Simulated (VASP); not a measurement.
VASP ran on this input.

### INCAR
```
SYSTEM = AlN
PREC = Accurate
ENCUT = 520
EDIFF = 1E-6
NELM = 100
ALGO = Normal
LREAL = .FALSE.
LASPH = .TRUE.
ISMEAR = 0
SIGMA = 0.05
GGA = PE
LWAVE = .FALSE.
LCHARG = .FALSE.
ISIF = 2
LSORBIT = .TRUE.
MAGMOM = 0 0 0 0 0 0 0 0 0 0 0 0
GGA_COMPAT = .FALSE.
```

**KPOINTS**
```
Automatic mesh
0
Gamma
7 7 4
0 0 0
```

### POSCAR
```
AlN
1
    1.5550000000    -2.6933390000     0.0000000000
    1.5550000000     2.6933390000     0.0000000000
    0.0000000000     0.0000000000     4.9800000000
Al N
2 2
Direct
  0.6666670000   0.3333330000   0.5000000000
  0.3333330000   0.6666670000   0.0000000000
  0.6666670000   0.3333330000   0.8820000000
  0.3333330000   0.6666670000   0.3820000000
```

POTCAR, in this order: Al N (PBE.64 set). Program: vasp_std.

The run wrote:

standard output:
```
 POSCAR found type information on POSCAR AlN
 POSCAR found :  2 types and       4 ions
 Reading from existing POTCAR

 -----------------------------------------------------------------------------
|                                                                             |
|     EEEEEEE  RRRRRR   RRRRRR   OOOOOOO  RRRRRR      ###     ###     ###     |
|     E        R     R  R     R  O     O  R     R     ###     ###     ###     |
|     E        R     R  R     R  O     O  R     R     ###     ###     ###     |
|     EEEEE    RRRRRR   RRRRRR   O     O  RRRRRR       #       #       #      |
|     E        R   R    R   R    O     O  R   R                               |
|     E        R    R   R    R   O     O  R    R      ###     ###     ###     |
|     EEEEEEE  R     R  R     R  OOOOOOO  R     R     ###     ###     ###     |
|                                                                             |
|     ERROR: Noncollinear calculations require that VASP is compiled          |
|     without the flag -DNGXhalf and-DNGZhalf.                                |
|     You probably tried to run a noncollinear calculation                    |
|     (LNONCOLLINEAR=T) with the executable vasp_std. Use vasp_ncl            |
|     instead!                                                                |
|                                                                             |
|       ---->  I REFUSE TO CONTINUE WITH THIS SICK JOB ... BYE!!! <----       |
|                                                                             |
 -----------------------------------------------------------------------------
```

**Question.** Read the log: what went wrong, and how is it fixed?

**Answer.** The cause: LSORBIT needs the non-collinear program vasp_ncl. VASP stops with an error: ERROR: Noncollinear calculations require that VASP is compiled without the flag -DNGXhalf and-DNGZhalf. You probably tried to run a noncollinear calculation (LNONCOLLINEAR=T) with the executable vasp_std. Use vasp_ncl instead! ----> I REFUSE TO CONTINUE WITH THIS SICK JOB ... BYE!!! <---- To mend it, run vasp_ncl.

The mended run (PBE GGA with spin-orbit coupling, plane waves, VASP's PBE PAW potentials (set 64)) converges, and its OSZICAR ends with
```
   1 F= -.29770357E+02 E0= -.29770357E+02  d E =-.188624E-10  mag=    -0.0000    -0.0000    -0.0000
```

The compound is AlN in the wurtzite structure. The cell was not relaxed at this level.
